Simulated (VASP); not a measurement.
# Pb2SO with PW91: from relaxation to properties, part 3 of 4

What structure does Pb2SO take at this level, and what are its properties? The cell is invented: it takes the structure of a Materials Project entry for PbS (space group 187 there), with some of its atoms replaced by other elements, volume scaled by an estimate. It may not be a known or stable phase.

VASP 6.6.1; PW91; plane waves and PAW (Pb_d, S, O); invented cell.

So far, gap on the k-mesh (eV): step 2 (rough relaxation of the start cell) 0.875; step 3 (full relaxation (PW91)) 0.657. The relaxed cell has a, b, c = 3.577, 7.175, 7.726 Å (conventional setting).

### 5. Bands along the symmetry lines (PW91)

The mesh alone shows little of the dispersion and can miss band extrema, so KPOINTS_OPT adds a path through the symmetry points after the self-consistent cycle.

INCAR

```
SYSTEM = Pb2SO
PREC = Accurate
ENCUT = 520
EDIFF = 1E-06
NELM = 100
ISMEAR = -1
SIGMA = 0.05
LREAL = .FALSE.
ALGO = Normal
GGA = 91
NBANDS = 34
LORBIT = 11
LWAVE = .FALSE.
LCHARG = .FALSE.
KPAR = 2
```

POSCAR

```
Pb2SO
1.0
   -1.7886412924      3.5876981171      3.8627526302
    1.7886412924     -3.5876981171      3.8627526302
    1.7886412924      3.5876981171     -3.8627526302
Pb S O
2 1 1
Direct
    0.2037403264      0.9785307163      0.2252096101
    0.7533211061      0.9785307163      0.7747903899
    0.3200362496      0.3200362496      0.0000000000
    0.8895689780      0.3895689780      0.5000000000
```

KPOINTS

```
Automatic mesh
0
Gamma
7 7 7
0 0 0
```

KPOINTS_OPT

```
Line mode
16
Line-mode
Reciprocal
  0.00000000   0.00000000   0.00000000 GAMMA
 -0.30360345   0.30360345   0.30360345 X

 -0.30360345   0.30360345   0.30360345 X
 -0.26926762   0.26926762   0.33793928 L

 -0.26926762   0.26926762   0.33793928 L
  0.00000000   0.00000000   0.50000000 T

  0.00000000   0.00000000   0.50000000 T
  0.25000000   0.25000000   0.25000000 W

  0.25000000   0.25000000   0.25000000 W
  0.00000000   0.50000000   0.00000000 R

  0.00000000   0.50000000   0.00000000 R
  0.30360345   0.69639655  -0.30360345 X1

  0.30360345   0.69639655  -0.30360345 X1
  0.50000000   0.50000000  -0.50000000 Z

  0.50000000   0.50000000  -0.50000000 Z
  0.00000000   0.00000000   0.00000000 GAMMA

  0.00000000   0.00000000   0.00000000 GAMMA
  0.46566417  -0.46566417   0.46566417 Y

  0.46566417  -0.46566417   0.46566417 Y
  0.50000000   0.00000000   0.00000000 S

  0.50000000   0.00000000   0.00000000 S
  0.25000000   0.25000000   0.25000000 W

  0.26926762  -0.26926762   0.66206072 L1
  0.46566417  -0.46566417   0.46566417 Y

  0.53433583   0.46566417  -0.46566417 Y1
  0.50000000   0.50000000  -0.50000000 Z
```

The projector-augmented-wave data sets are Pb_d, S and O (PBE family, release 64).

On the command line:

```console
> mpirun -np 2 vasp_std
```

Output:

```text
[... set-up lines as in an earlier step ...]
 entering main loop
       N       E                     dE             d eps       ncg     rms          rms(c)
DAV:   1     0.456116500239E+03    0.45612E+03   -0.18597E+04  4352   0.130E+03
DAV:   2     0.346505032138E+02   -0.42147E+03   -0.39627E+03  4456   0.372E+02
DAV:   3    -0.192265245280E+02   -0.53877E+02   -0.52103E+02  5366   0.148E+02
DAV:   4    -0.218757009773E+02   -0.26492E+01   -0.26386E+01  5318   0.340E+01
DAV:   5    -0.219783217657E+02   -0.10262E+00   -0.10259E+00  5896   0.711E+00    0.105E+01
DAV:   6    -0.191115040208E+02    0.28668E+01   -0.13960E+01  6656   0.247E+01    0.763E+00
DAV:   7    -0.185701866582E+02    0.54132E+00   -0.57049E+00  5192   0.103E+01    0.306E+00
DAV:   8    -0.185396713587E+02    0.30515E-01   -0.64426E-01  5494   0.384E+00    0.182E+00
DAV:   9    -0.185312457596E+02    0.84256E-02   -0.96851E-02  6496   0.188E+00    0.527E-01
DAV:  10    -0.185297047148E+02    0.15410E-02   -0.26450E-02  6330   0.989E-01    0.166E-01
DAV:  11    -0.185303954695E+02   -0.69075E-03   -0.22375E-03  5196   0.259E-01    0.433E-02
DAV:  12    -0.185305391723E+02   -0.14370E-03   -0.23655E-04  6044   0.105E-01    0.389E-02
DAV:  13    -0.185305279031E+02    0.11269E-04   -0.35498E-05  6760   0.443E-02    0.201E-02
DAV:  14    -0.185305291584E+02   -0.12552E-05   -0.21715E-05  4652   0.218E-02    0.719E-03
DAV:  15    -0.185305289869E+02    0.17141E-06   -0.13683E-06  4512   0.873E-03
   1 F= -.18530529E+02 E0= -.18530512E+02  d E =-.340228E-04
 Start KPOINTS_OPT (optional k-point list driver)
k-point batch [1-64\208]
       N       E                     dE             ncg
DAV:   1     0.128041451158E+05   -0.62868E+05     4360
DAV:   2    -0.132294478441E+05   -0.26034E+05     4480
DAV:   3    -0.164323501156E+05   -0.32029E+04     5304
DAV:   4    -0.165923519921E+05   -0.16000E+03     5170
DAV:   5    -0.165988783731E+05   -0.65264E+01     6056
DAV:   6    -0.165991204542E+05   -0.24208E+00     5680
DAV:   7    -0.165991305679E+05   -0.10114E-01     6376
DAV:   8    -0.165991306765E+05   -0.10856E-03     5518
DAV:   9    -0.165991306778E+05   -0.13225E-05     3868
DAV:  10    -0.165991306782E+05   -0.36580E-06     3020
[...]
k-point batch [193-208\208]
       N       E                     dE             ncg
DAV:   1     0.471203549313E+05   -0.10650E+05     1088
DAV:   2     0.405251681010E+05   -0.65952E+04     1090
DAV:   3     0.396725836447E+05   -0.85258E+03     1344
DAV:   4     0.396262699606E+05   -0.46314E+02     1304
DAV:   5     0.396245337544E+05   -0.17362E+01     1536
DAV:   6     0.396244691811E+05   -0.64573E-01     1486
DAV:   7     0.396244668048E+05   -0.23763E-02     1614
DAV:   8     0.396244667784E+05   -0.26406E-04     1432
DAV:   9     0.396244667780E+05   -0.30694E-06      954
```

Run time: 7.2 min. Hardware: 2 MPI ranks of AMD EPYC 7R43, shared host; peak memory 0.89 GiB; 14 min of CPU time.

OUTCAR, selected parts (step 5):

```text
   k-points           NKPTS =     64   k-points in BZ     NKDIM =     64   number of bands    NBANDS=     34

   NELECT =      40.0000    total number of electrons

 E-fermi :   5.0772

 k-point     1 :       0.0000    0.0000    0.0000
  band No.  band energies     occupation
    ...
     16       1.5533      2.00000
     17       2.2315      2.00000
     18       2.6568      2.00000
     19       3.1072      2.00000
     20       4.2495      2.00000
     21       6.7847      0.00000
     22       7.8641      0.00000
     23       8.3460      0.00000
     24       9.6633      0.00000
     25      10.8945      0.00000
    ...

  Total        0.0143698      0.0259287      0.0096186      0.0000000      0.0000000      0.0000000
  in kB        0.2322012      0.4189816      0.1554273      0.0000000      0.0000000      0.0000000
  external PRESSURE =       0.2688700 kB  Pullay stress =       0.0000000 kB

 POSITION                                       TOTAL-FORCE (eV/Angst)
 -----------------------------------------------------------------------------------
      1.78864     -1.97173      3.69689        -0.000000      0.001611      0.001383
      1.78864      1.97173      3.69689        -0.000000     -0.001611      0.001383
      0.00000      0.00000      2.47244         0.000000     -0.000000     -0.006030
      0.00000      3.58770      3.00962        -0.000000     -0.000000      0.003263
 -----------------------------------------------------------------------------------
    total drift:                                0.000000      0.000001      0.000565

  FREE ENERGIE OF THE ION-ELECTRON SYSTEM (eV)
  ---------------------------------------------------
  free  energy   TOTEN  =       -18.5305289869 eV

  energy  without entropy=      -18.5304949641  energy(sigma->0) =      -18.53051198

[... 8 parts as in an earlier step ...]

[... 8 further parts left out ...]
```

Spin-orbit coupling is off here; with elements this heavy it splits and shifts levels by tenths of an eV or more.

Numbers from this step:

* bands: 34
* pressure: 0.02689 GPa
* least gap on mesh and path: 0.5603 eV
* least direct gap on mesh and path: 0.8119 eV
* valence top at k: 0.5, 0.5, -0.5
* conduction bottom at k: 0.3104, -0.3104, 0.3104
* least direct gap at k: 0.5, 0.5, -0.5

Electronic bands along the path, in eV, zero at the valence-band top; v1 is the highest filled band, c1 the lowest empty one:

```tsv
point	v4	v3	v2	v1	c1	c2	c3	c4
Γ	-2.55	-2.12	-1.67	-0.53	2.01	3.09	3.57	4.88
0.53 of the way	-2.38	-2.11	-1.94	-1.58	0.64	1.96	3.49	4.46
X	-3.23	-1.65	-1.35	-0.14	1.63	2.43	2.44	3.90
0.53 of the way	-3.22	-1.65	-1.36	-0.16	1.65	2.39	2.48	3.84
L	-3.17	-1.66	-1.39	-0.18	1.68	2.36	2.53	3.76
0.47 of the way	-3.01	-1.98	-1.78	-0.83	1.77	2.54	2.62	3.24
T	-2.77	-2.56	-1.77	-1.52	1.81	2.38	2.86	3.10
0.47 of the way	-2.52	-2.43	-1.77	-1.60	1.70	1.83	2.95	3.63
W	-2.47	-2.10	-1.77	-1.75	1.26	1.82	2.85	4.12
0.47 of the way	-2.69	-2.32	-1.91	-1.00	1.27	2.18	2.96	4.01
R	-2.75	-2.01	-1.46	-1.26	1.62	2.59	3.10	3.25
0.47 of the way	-3.24	-1.77	-1.42	-0.83	1.59	2.31	3.03	3.62
X1	-3.23	-1.65	-1.35	-0.14	1.63	2.43	2.44	3.90
0.47 of the way	-2.04	-1.52	-0.73	-0.48	1.26	2.77	3.43	4.36
Z	-2.13	-1.69	-0.67	0.00	0.81	2.06	3.95	5.97
0.53 of the way	-2.43	-1.87	-1.56	-0.60	1.04	3.28	3.43	5.30
Γ	-2.55	-2.12	-1.67	-0.53	2.01	3.09	3.57	4.88
0.47 of the way	-2.18	-1.32	-1.29	-0.70	1.01	3.13	4.56	4.63
Y	-1.99	-1.65	-0.68	-0.08	0.85	2.09	3.96	5.97
0.47 of the way	-2.26	-1.26	-0.70	-0.50	0.92	2.46	3.90	5.18
S	-2.56	-1.26	-0.72	-0.19	1.43	1.90	3.52	5.17
0.47 of the way	-2.97	-2.03	-1.34	-0.23	2.03	2.47	2.86	3.59
W	-2.47	-2.10	-1.77	-1.75	1.26	1.82	2.85	4.12
jump to L1	-3.17	-1.66	-1.39	-0.18	1.68	2.36	2.53	3.76
0.47 of the way	-2.09	-1.52	-0.76	-0.43	1.24	2.77	3.48	4.34
Y	-1.99	-1.65	-0.68	-0.08	0.85	2.09	3.96	5.97
```

Of the projections kept (Pb, S, O), the largest for each band there; the rest of the weight can lie on other orbitals:

```tsv
point	v4	v3	v2	v1	c1	c2	c3	c4
Γ	O 0.88	O 0.74	O 0.77	S 0.93	Pb 0.88	Pb 0.49	Pb 0.65	Pb 1.00
X	O 0.48	O 0.77	S 0.56	S 0.49	Pb 0.76	Pb 0.87	O 0.55	Pb 0.56
L	O 0.48	O 0.77	S 0.56	S 0.48	Pb 0.75	Pb 0.59	Pb 0.61	Pb 0.59
T	O 0.43	O 0.54	Pb 0.36	O 0.50	Pb 0.66	Pb 0.68	Pb 0.53	Pb 0.69
W	O 0.54	O 0.80	S 0.41	S 0.56	Pb 0.65	Pb 0.62	Pb 0.83	Pb 0.53
R	S 0.41	O 0.69	O 0.47	S 0.39	Pb 0.45	Pb 0.91	Pb 0.56	Pb 0.53
```

The path lowers the gap by 0.10 eV against the mesh alone, so a band edge lies off the mesh.

### 6. Total and projected DOS (PW91)

Here the states are counted by energy and projected on the atoms. The mesh is finer than in the run before.

Edit INCAR of step 5 so:

```diff
@@ -5,3 +5,3 @@
 NELM = 100
-ISMEAR = -1
+ISMEAR = -5
 SIGMA = 0.05
@@ -15 +15,2 @@
 KPAR = 2
+NEDOS = 2001
```

POSCAR is that of step 5.

KPOINTS

```
Automatic mesh
0
Gamma
10 10 10
0 0 0
```

On the command line:

```console
> mpirun -np 2 vasp_std
```

Output:

```text
[... set-up lines as in an earlier step ...]
 entering main loop
       N       E                     dE             d eps       ncg     rms          rms(c)
DAV:   1     0.452411976620E+03    0.45241E+03   -0.18554E+04 11628   0.130E+03
DAV:   2     0.347060819410E+02   -0.41771E+03   -0.39294E+03 11846   0.370E+02
DAV:   3    -0.191483136579E+02   -0.53854E+02   -0.52170E+02 14250   0.148E+02
DAV:   4    -0.218749159066E+02   -0.27266E+01   -0.27157E+01 14118   0.344E+01
DAV:   5    -0.219785905371E+02   -0.10367E+00   -0.10364E+00 15928   0.705E+00    0.105E+01
DAV:   6    -0.191125071845E+02    0.28661E+01   -0.14014E+01 17864   0.246E+01    0.762E+00
DAV:   7    -0.185708814372E+02    0.54163E+00   -0.57141E+00 13878   0.103E+01    0.306E+00
DAV:   8    -0.185405362587E+02    0.30345E-01   -0.64460E-01 14554   0.383E+00    0.183E+00
DAV:   9    -0.185320335123E+02    0.85027E-02   -0.97650E-02 17142   0.188E+00    0.530E-01
DAV:  10    -0.185304721078E+02    0.15614E-02   -0.26660E-02 16784   0.992E-01    0.167E-01
DAV:  11    -0.185311603103E+02   -0.68820E-03   -0.22733E-03 14086   0.261E-01    0.439E-02
DAV:  12    -0.185313057258E+02   -0.14542E-03   -0.23521E-04 16440   0.105E-01    0.390E-02
DAV:  13    -0.185312944818E+02    0.11244E-04   -0.34034E-05 17962   0.434E-02    0.203E-02
DAV:  14    -0.185312957172E+02   -0.12354E-05   -0.22107E-05 12558   0.219E-02    0.734E-03
DAV:  15    -0.185312955347E+02    0.18248E-06   -0.13137E-06 12046   0.867E-03
   1 F= -.18531296E+02 E0= -.18531296E+02  d E =0.000000E+00
```

Run time: 5.8 min. Hardware: 2 MPI ranks; peak memory 1.1 GiB; 11 min of CPU time.

OUTCAR, selected parts (step 6):

```text
   k-points           NKPTS =    171   k-points in BZ     NKDIM =    171   number of bands    NBANDS=     34

   NELECT =      40.0000    total number of electrons

 E-fermi :   4.7892

 k-point     1 :       0.0000    0.0000    0.0000
  band No.  band energies     occupation
    ...
     16       1.5527      2.00000
     17       2.2316      2.00000
     18       2.6568      2.00000
     19       3.1071      2.00000
     20       4.2478      2.00000
     21       6.7849      0.00000
     22       7.8639      0.00000
     23       8.3457      0.00000
     24       9.6632      0.00000
     25      10.8945      0.00000
    ...

  Total        0.0069152      0.0263147      0.0115928      0.0000000      0.0000000      0.0000000
  in kB        0.1117433      0.4252193      0.1873282      0.0000000      0.0000000      0.0000000
  external PRESSURE =       0.2414303 kB  Pullay stress =       0.0000000 kB

 POSITION                                       TOTAL-FORCE (eV/Angst)
 -----------------------------------------------------------------------------------
      1.78864     -1.97173      3.69689         0.000000      0.000820      0.001348
      1.78864      1.97173      3.69689         0.000000     -0.000820      0.001348
      0.00000      0.00000      2.47244         0.000000      0.000000     -0.006068
      0.00000      3.58770      3.00962        -0.000000      0.000000      0.003373
 -----------------------------------------------------------------------------------
    total drift:                                0.000000      0.000001      0.000562

  FREE ENERGIE OF THE ION-ELECTRON SYSTEM (eV)
  ---------------------------------------------------
  free  energy   TOTEN  =       -18.5312955347 eV

  energy  without entropy=      -18.5312955347  energy(sigma->0) =      -18.53129553

[... 7 parts as in an earlier step ...]

[... 9 further parts left out ...]
```

Numbers from this step:

| Property | Result |
| --- | --- |
| irreducible k-points | 171 |
| Fermi energy | 4.789 eV |
| pressure | 0.02414 GPa |
| valence top at k | 0.5, 0.5, 0.5 |
| conduction bottom at k | 0.3, -0.3, 0.3 |
| least direct gap at k | 0.5, 0.5, 0.5 |
| gap on the k-mesh | 0.5648 eV |
| least direct gap on the k-mesh | 0.8122 eV |

The density of states has structure finer than the step of the table below, so its rows give means over 0.5 eV, whole bins alone (the curve runs from -12.0 to 7.21 eV). Peaks (eV: height): total -8.23: 5.62, -7.25: 3.84, -2.60: 5.69, -1.62: 4.37; O p -8.23: 0.269, -2.60: 2.11, -1.62: 1.50, 4.36: 0.480; Pb p 3.24: 1.11, 3.73: 1.05, 4.36: 1.27, 5.61: 1.41; S p -3.71: 0.546, -2.60: 0.626, -1.62: 0.809, -0.79: 1.07; Pb s -8.23: 3.21, -7.25: 2.23.

States under -12.0 eV and over 7.2 eV are left out. The density of states by energy, zero at the valence-band top; means over each step; values in states/eV/cell:

```tsv
energy (eV)	total	O p	Pb p	S p	Pb s	S s	O s
-11.5	1.34	0.00154	0.0139	6.7e-4	0.0315	0.829	0.00373
-11.0	0	0	0	0	0	0	0
-10.5	0	0	0	0	0	0	0
-10.0	0	0	0	0	0	0	0
-9.5	0	0	0	0	0	0	0
-9.0	0.00981	3.9e-4	2.0e-5	3.5e-4	0.00539	2.7e-5	3.0e-5
-8.5	1.95	0.0856	0.0120	0.0512	1.10	0.0246	0.0346
-8.0	2.57	0.103	0.0207	0.0600	1.46	0.0707	0.0591
-7.5	2.06	0.0673	0.0162	0.0427	1.16	0.156	0.0229
-7.0	1.18	0.0257	0.0133	0.0278	0.721	0.0489	0.00871
-6.5	0.221	0.00305	0.00241	0.00342	0.155	3.4e-4	1.7e-5
-6.0	0	0	0	0	0	0	0
-5.5	0	0	0	0	0	0	0
-5.0	0	0	0	0	0	0	0
-4.5	0.0487	0.00868	0.00744	0.00768	2.0e-4	8.0e-5	2.7e-5
-4.0	2.08	0.392	0.297	0.320	0.0201	0.00758	0.00186
-3.5	2.96	0.638	0.376	0.434	0.0609	0.0159	0.00529
-3.0	3.11	0.907	0.319	0.394	0.0823	0.0156	0.00556
-2.5	3.80	1.30	0.314	0.482	0.100	0.0172	0.00513
-2.0	3.56	1.22	0.196	0.552	0.126	0.00797	0.00500
-1.5	3.49	1.06	0.139	0.709	0.177	0.00785	0.00628
-1.0	2.84	0.444	0.134	0.870	0.244	0.00933	0.00608
-0.5	1.88	0.245	0.0766	0.644	0.200	0.00577	0.00643
0.0	0.203	0.0274	0.00588	0.0706	0.0273	4.3e-4	8.0e-4
0.5	0.0286	0.00232	0.00783	0.00178	5.3e-4	1.3e-4	4.0e-4
1.0	1.02	0.0923	0.273	0.0740	0.0172	0.00664	0.0140
1.5	2.50	0.240	0.704	0.113	0.0437	0.0280	0.0331
2.0	1.95	0.146	0.556	0.119	0.0400	0.0155	0.0190
2.5	1.95	0.138	0.631	0.100	0.0439	0.0405	0.0114
3.0	2.02	0.174	0.668	0.122	0.0305	0.0263	0.0163
3.5	2.78	0.236	0.918	0.228	0.0472	0.0337	0.0144
4.0	2.22	0.184	0.745	0.219	0.0220	0.0168	0.00709
4.5	2.36	0.255	0.810	0.200	0.0128	0.0119	0.00447
5.0	1.93	0.134	0.699	0.150	0.0153	0.00805	0.00350
5.5	3.10	0.136	1.26	0.228	0.0288	0.0126	0.00296
6.0	1.50	0.0697	0.650	0.106	0.0138	0.00655	0.00107
6.5	0.774	0.0311	0.231	0.0493	0.00713	0.00260	0.00158
```

The gap on this mesh is 0.56 eV. In the top eV of the valence band the largest shares in the PAW spheres are S p 34 %, O p 13 % and Pb s 10 %; in the lowest eV of the conduction band, Pb p 28 %, O p 9 % and S p 5 %. The rest lies in smaller channels or between the spheres.

[end of part 3 of 4]

[Lines on the potential files, build, host, timing and source positions are cut from VASP's logs without a mark.]

[Logs are printed without paths, hosts, clocks, repeated set-up lines and the standing remarks that a program may print on its own settings, such as how far it seeks lower states.]

[Hosts, paths, dates, database ids (printed as entryN), source tags and the programs' standing remarks are cut or masked in the printed files.]

[A measured line is paired with the nearest computed mode of its activity, which favours agreement.]
